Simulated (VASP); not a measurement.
Energy against volume of Cu (fcc). All values below come from RPBE GGA, VASP's PBE PAW potentials (set 64) (plane waves; VASP). Run with 520 eV cut-off, 17×17×17 Γ-centred mesh, first-order Methfessel-Paxton smearing of 0.10 eV, potentials Cu.

```csv
V (Å³/atom),E (eV/atom)
11.687,-3.23373
12.060,-3.24850
12.433,-3.25292
12.806,-3.24880
```

Problem. Fit these four points and predict the energy of the run at 13.179 Å³/atom.

Solution. A cubic in V^(−2/3), the third-order Birch-Murnaghan form, passes through the four points with V0 = 12.43 Å³/atom and B0 = 122 GPa, and gives -3.2376 eV/atom there. The run gave -3.2377 eV/atom, -0.1 meV/atom from the fit; all five points give B0 = 122 GPa.

The compound is Cu in the fcc structure. It was relaxed first, which changed the volume by +6 %.
